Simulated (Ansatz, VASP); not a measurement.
# Cross-check of Sb (Antimony) between VASP and Ansatz, part 2 of 2

Wanted: the spread between two codes on one cell, functional and k mesh. Of the first pair: The structure shown is the start of the Ansatz relaxation below; VASP solves that cell, so the two are compared at the walk's first step.

VASP 6.6.1 and Ansatz 0.2.0.

So far. Step 3 (VASP: single point, PBE with D3(BJ), spin-orbit …): The run ends at a pressure of 1.00 GPa, with forces up to 0.11 eV/Å.

## (7) VASP: single point, PBE with D3(BJ), spin-orbit coupling, relaxed cell, pair 2

Level of this step: PBE with D3(BJ), spin-orbit coupling; plane waves and PAW (Sb) (VASP).

The same cell, functional, mesh and smearing now go to VASP, with its own data sets.

INCAR

```
SYSTEM = Sb
PREC = Accurate
ENCUT = 500
EDIFF = 1E-06
NELM = 200
ISMEAR = 1
SIGMA = 0.2
LREAL = .FALSE.
ALGO = Normal
GGA = PE
IVDW = 12
LNONCOLLINEAR = .TRUE.
MAGMOM = 0 0 0 0 0 0
NBANDS = 22
GGA_COMPAT = .FALSE.
LASPH = .TRUE.
LSORBIT = .TRUE.
LORBIT = 11
LWAVE = .FALSE.
LCHARG = .FALSE.
ISIF = 2
KPAR = 2
```

POSCAR

```
Sb
1.0
    2.1556337013      1.2445556978      3.6504419201
   -2.1556337013      1.2445556978      3.6504419201
    0.0000000000     -2.4891113955      3.6504419201
Sb
2
Direct
    0.2369450475      0.2369450475      0.2369450475
    0.7630549525      0.7630549525      0.7630549525
```

KPOINTS

```
Automatic mesh
0
Gamma
15 15 15
0 0 0
```

PAW data sets: Sb (PBE family, release 64).

The run is started by

```sh
$ mpirun -np 2 vasp_ncl
```

Numbers of over 12 decimals in the logs are rounded to 6 here.

The log of the run:

```text
[... set-up lines as in an earlier step ...]
 entering main loop
       N       E                     dE             d eps       ncg     rms          rms(c)
DAV:   1     0.393554507312E+02    0.39355E+02   -0.32451E+03 15136   0.698E+02
DAV:   2    -0.552503365463E+01   -0.44880E+02   -0.42867E+02 18934   0.126E+02
DAV:   3    -0.832945285816E+01   -0.28044E+01   -0.27472E+01 19186   0.331E+01
DAV:   4    -0.836125414428E+01   -0.31801E-01   -0.31752E-01 17348   0.393E+00
[...]
DAV:   9    -0.836178350194E+01   -0.82045E-04   -0.76251E-05 16802   0.559E-02    0.124E-02
DAV:  10    -0.836179339606E+01   -0.98941E-05   -0.14147E-05 17120   0.244E-02    0.378E-03
DAV:  11    -0.836179385437E+01   -0.45831E-06   -0.10792E-06 16576   0.691E-03
   1 F= -.93344333E+01 E0= -.93352080E+01  d E =0.232424E-02  mag=     0.0000    -0.0000    -0.0000
```

From OUTCAR (step 7):

```text
 Edisp (eV)   -0.97264

  Total       0.28265     0.28265     0.26617     0.00000     0.00000     0.00000
  in kB       7.70682     7.70682     7.25743     0.00000     0.00000     0.00000
  external pressure =        7.56 kB  Pullay stress =        0.00 kB

 POSITION                                       TOTAL-FORCE (eV/Angst)
 -----------------------------------------------------------------------------------
      0.00000      0.00000      2.59486         0.000000      0.000000      0.042171
      0.00000      0.00000      8.35646         0.000000     -0.000000     -0.042171
 -----------------------------------------------------------------------------------
    total drift:                               -0.000000     -0.000000     -0.000000

  FREE ENERGIE OF THE ION-ELECTRON SYSTEM (eV)
  ---------------------------------------------------
  free  energy   TOTEN  =        -9.3344332911 eV

  energy  without entropy=       -9.3367575277  energy(sigma->0) =       -9.33520804

 magnetization (x)
# of ion       s       p       d       tot
------------------------------------------
    1        0.000   0.000  -0.000   0.000
    2        0.000   0.000  -0.000   0.000
--------------------------------------------------
tot          0.000   0.000  -0.000   0.000

 magnetization (y)
# of ion       s       p       d       tot
------------------------------------------
    1        0.000   0.000   0.000   0.000
    2        0.000   0.000   0.000   0.000
--------------------------------------------------
tot          0.000   0.000   0.000   0.000

[... 2 parts as in an earlier step ...]

[... 2 further parts left out ...]
[key lines of the parts left out:]
E-fermi :   7.5516
```

The run ends at a pressure of 0.76 GPa, with forces up to 0.042 eV/Å.

## (8) Comparison

What differs besides the data sets and the points named for the pairs above, as far as they apply: the data sets hold 30 valence electrons in Ansatz (on its fully relativistic PAW (standard-fr) files) and 10 in VASP; the cutoff is 420 eV in Ansatz and 500 eV in VASP; Ansatz's pressure holds a Pulay correction, VASP's none. Total energies have different zeros and are not compared.

The two programs side by side:

```
      quantity  Ansatz  VASP  difference
pressure (GPa)    0.67  0.76       -0.09
```

Forces (eV/Å; atoms numbered as in POSCAR):

```
atom       Ansatz x, y, z          VASP x, y, z
 Sb1  0.000, 0.000, 0.000   0.000, 0.000, 0.042
 Sb2  0.000, 0.000, 0.000  0.000, 0.000, -0.042
```

The forces differ by 24 meV/Å r.m.s., where the r.m.s. force is 0.000 eV/Å in Ansatz and 0.024 eV/Å in VASP: the atoms lie near their places of rest in Ansatz, so a percentage would say little (all taken over all components).

## (9) Ansatz: relaxation, PBE with D3(BJ), spin-orbit coupling

This run makes the geometry at which the two programs are then compared. The cell compared in this pair holds 60.55 Å³, against 58.76 Å³ for the pair before.

The structure compared here is the end of the Ansatz relaxation.

input.yaml

```yaml
crystal:
  lattice:
    - [2.1733763513, 1.2547994215, 3.7004565571]
    - [-2.1733763513, 1.2547994215, 3.7004565571]
    - [0.0, -2.5095988429, 3.7004565572]
  atoms:
    - { symbol: Sb, position: [0.2361617919, 0.2361617919, 0.2361617919] }
    - { symbol: Sb, position: [0.7638382081, 0.7638382081, 0.7638382081] }
kpoints:
  mp_grid: { grid: [15, 15, 15] }
hamiltonian:
  xc: pbe
  dispersion: d3bj
  pseudopotentials: { kind: paw_fr }
scf:
  occupations: { method: methfessel_paxton, width: 0.2 }
output:
  forces: true
  stress: true
  eigenvalues: true
magnetization:
  noncollinear: true
  spin_orbit: true
relax:
  adjacent_minimum: "off"
  f_tol: 0.001
  max_steps: 60
  cell: { stress_tol: 0.01, fix: [volume] }
```

The run is started by

```sh
$ ansatz run input.yaml --threads 4 --pin off --max-ram 15360MiB --backend cpu --events-out ev --progress --plain --runs-dir out
```

The log of the run:

```text
[...]
Crystal: 2 atoms, lattice volume = 60.550 Å³
Basis set: ecut = 420 eV, 1195 PW (Γ), exchange–correlation on 60×60×60 points (8 copies of the dense FFT grid, shifted against one another)
Bands: 38, of which v1, the nominal top of the filled ones, is band 30 counted from 1 (29 counted from 0)
Symmetry: 12 space group operations + 12 with time reversal
[...]
--- Relaxed structure (4 steps of the walk, 4 accepted, 1 SCFs on fresh bases) ---
[...]
cell:  # Å, volume = 60.5502 Å³
    - [2.169247, 1.252415, 3.714559]
    - [-2.169247, 1.252415, 3.714559]
    - [0, -2.504830, 3.714559]
  atoms:
    - { symbol: Sb, position: [0.235393, 0.235393, 0.235393] }
    - { symbol: Sb, position: [0.764607, 0.764607, 0.764607] }
[key lines of the parts left out:]
SCF converged after 6 iterations
Magnetization: |M| = 0.0000 μB,  M = (+0.0000, +0.0000, +0.0000) μB
Free energy (F): -12974.730715 eV
Fermi energy:    9.999080 eV
P = ⅓ Tr σ = -0.6007 GPa (-6.007 kbar)
```

## (10) VASP: single point, PBE with D3(BJ), spin-orbit coupling, relaxed cell, pair 3

The same cell, functional, mesh and smearing now go to VASP, with its own data sets.

INCAR is that of step 7.

POSCAR

```
Sb
1.0
    2.1692468155      1.2524152329      3.7145588832
   -2.1692468155      1.2524152329      3.7145588832
    0.0000000000     -2.5048304657      3.7145588833
Sb
2
Direct
    0.2353933965      0.2353933965      0.2353933965
    0.7646066035      0.7646066035      0.7646066035
```

KPOINTS is that of step 7.

The run is started by

```sh
$ mpirun -np 2 vasp_ncl
```

The log of the run:

```text
[... set-up lines as in an earlier step ...]
 entering main loop
       N       E                     dE             d eps       ncg     rms          rms(c)
DAV:   1     0.396138820422E+02    0.39614E+02   -0.32513E+03 15136   0.698E+02
DAV:   2    -0.553322847112E+01   -0.45147E+02   -0.43201E+02 19124   0.126E+02
DAV:   3    -0.835832536527E+01   -0.28251E+01   -0.27707E+01 19108   0.331E+01
DAV:   4    -0.839057693827E+01   -0.32252E-01   -0.32208E-01 17280   0.396E+00
[...]
DAV:   9    -0.839096284544E+01   -0.85429E-04   -0.79037E-05 16862   0.571E-02    0.132E-02
DAV:  10    -0.839097472006E+01   -0.11875E-04   -0.17317E-05 16986   0.268E-02    0.411E-03
DAV:  11    -0.839097506253E+01   -0.34247E-06   -0.12197E-06 17262   0.739E-03
   1 F= -.93338814E+01 E0= -.93346963E+01  d E =0.244493E-02  mag=    -0.0000     0.0000    -0.0000
```

OUTCAR, selected parts (step 10):

```text
 Edisp (eV)   -0.94291

  Total      -0.19159    -0.19159    -0.20737    -0.00000     0.00000     0.00000
  in kB      -5.06954    -5.06954    -5.48715    -0.00000     0.00000     0.00000
  external pressure =       -5.21 kB  Pullay stress =        0.00 kB

 POSITION                                       TOTAL-FORCE (eV/Angst)
 -----------------------------------------------------------------------------------
      0.00000      0.00000      2.62315         0.000000      0.000000      0.041693
      0.00000      0.00000      8.52053         0.000000     -0.000000     -0.041693
 -----------------------------------------------------------------------------------
    total drift:                               -0.000000     -0.000000     -0.000000

  FREE ENERGIE OF THE ION-ELECTRON SYSTEM (eV)
  ---------------------------------------------------
  free  energy   TOTEN  =        -9.3338813696 eV

  energy  without entropy=       -9.3363263008  energy(sigma->0) =       -9.33469635

[... 4 parts as in an earlier step ...]

[... 2 further parts left out ...]
[key lines of the parts left out:]
E-fermi :   7.2049
```

The run ends at a pressure of -0.52 GPa, with forces up to 0.042 eV/Å.

## (11) Differences

What differs besides the data sets and the points named for the pairs above, as far as they apply: the data sets hold 30 valence electrons in Ansatz (on its fully relativistic PAW (standard-fr) files) and 10 in VASP. Total energies have different zeros and are not compared.

Compared:

```
      quantity  Ansatz   VASP  difference
pressure (GPa)   -0.60  -0.52       -0.08
```

Forces (eV/Å; atoms numbered as in POSCAR):

```
atom        Ansatz x, y, z          VASP x, y, z
 Sb1  0.000, 0.000, -0.001   0.000, 0.000, 0.042
 Sb2   0.000, 0.000, 0.001  0.000, 0.000, -0.042
```

The forces differ by 24 meV/Å r.m.s., where the r.m.s. force is 0.000 eV/Å in Ansatz and 0.024 eV/Å in VASP: the atoms lie near their places of rest in Ansatz, so a percentage would say little (all taken over all components).

## (12) Results

```
r.m.s. force difference (single point, PBE with D3(BJ), spin-orbit coupling, start cell, pair 1)   : 26 meV/Å
r.m.s. force difference (single point, PBE with D3(BJ), spin-orbit coupling, relaxed cell, pair 2) : 24 meV/Å
r.m.s. force difference (single point, PBE with D3(BJ), spin-orbit coupling, relaxed cell, pair 3) : 24 meV/Å
```

**Reading.** The r.m.s. force difference is 26 meV/Å (single point, PBE with D3(BJ), spin-orbit coupling, start cell, pair 1), beyond the 12 meV/Å picked in this series as the mark of a large difference. The data sets hold unlike numbers of valence electrons (30 in Ansatz and 10 in VASP), so part of the differences comes from the potentials. Single point, PBE with D3(BJ), spin-orbit coupling, start cell, pair 1, VASP with the data sets Sb_d_GW: r.m.s. force difference goes from 26 to 3.2 meV/Å. What causes the difference of the single point, PBE with D3(BJ), spin-orbit coupling, relaxed cell, pair 2 pair stays open here. What causes the difference of the single point, PBE with D3(BJ), spin-orbit coupling, relaxed cell, pair 3 pair stays open here. 1 further run of this series is not shown here. How closely two codes agree says nothing of how well the functional describes the real material.

[Lines on the potential files, build, host, timing and source positions are cut from VASP's logs without a mark.]

[Logs are printed without paths, hosts, clocks, repeated set-up lines and the standing remarks that a program may print on its own settings, such as how far it seeks lower states.]

[Hosts, paths, dates, database ids (printed as entryN), source tags and the programs' standing remarks are cut or masked in the printed files.]
